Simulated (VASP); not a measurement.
OSZICAR of a VASP run on CdS (zinc blende):

OSZICAR:
```
       N       E                     dE             d eps       ncg     rms          rms(c)
DAV:   1     0.822048362597E+02    0.82205E+02   -0.89943E+03   528   0.121E+03
DAV:   2    -0.300291067744E+02   -0.11223E+03   -0.10660E+03   610   0.294E+02
DAV:   3    -0.348460367919E+02   -0.48169E+01   -0.48040E+01   610   0.644E+01
DAV:   4    -0.348797200811E+02   -0.33683E-01   -0.33677E-01   595   0.537E+00
DAV:   5    -0.348801917300E+02   -0.47165E-03   -0.47165E-03   630   0.610E-01    0.768E+00
DAV:   6    -0.295031107268E+02    0.53771E+01   -0.41610E+00   520   0.336E+01    0.945E+00
DAV:   7    -0.296026717679E+02   -0.99561E-01   -0.47479E-01   520   0.896E+00    0.536E+00
DAV:   8    -0.294952411694E+02    0.10743E+00   -0.40804E-01   520   0.598E+00    0.125E+00
DAV:   9    -0.296693376761E+02   -0.17410E+00   -0.20405E-01   530   0.432E+00    0.731E-01
DAV:  10    -0.296812502121E+02   -0.11913E-01   -0.11303E-02   535   0.103E+00    0.316E-01
DAV:  11    -0.296832594109E+02   -0.20092E-02   -0.68777E-03   530   0.943E-01    0.178E-01
DAV:  12    -0.296843055811E+02   -0.10462E-02   -0.27208E-03   530   0.531E-01    0.117E-01
DAV:  13    -0.296853785329E+02   -0.10730E-02   -0.11648E-03   520   0.389E-01    0.292E-02
DAV:  14    -0.296855048681E+02   -0.12634E-03   -0.38129E-05   605   0.566E-02    0.562E-03
DAV:  15    -0.296855266975E+02   -0.21829E-04   -0.99313E-06   545   0.311E-02    0.447E-03
DAV:  16    -0.296855302376E+02   -0.35400E-05   -0.41143E-06   530   0.204E-02    0.394E-03
DAV:  17    -0.296855305915E+02   -0.35388E-06   -0.33204E-07   315   0.661E-03
   1 F= -.29685531E+02 E0= -.29685531E+02  d E =-.296855E+02
```

### Question
Which electronic solver shows in the log?

### Answer
It is blocked Davidson (ALGO = Normal, or the opening steps of other solvers). The INCAR had ALGO = Normal.

### Question
Can the final energy be trusted as converged?

### Answer
The calculation finished and met its thresholds. It stopped with EDIFF = 1E-6, NELM = 100, NSW = 60 and EDIFFG = -0.01 after 1 ionic step (r2SCAN meta-GGA, plane waves, VASP's PBE PAW potentials (set 64)).

The compound is CdS in the zinc blende structure, a metastable form; wurtzite is the usual one. It was relaxed first. The start is the result of an earlier pass.
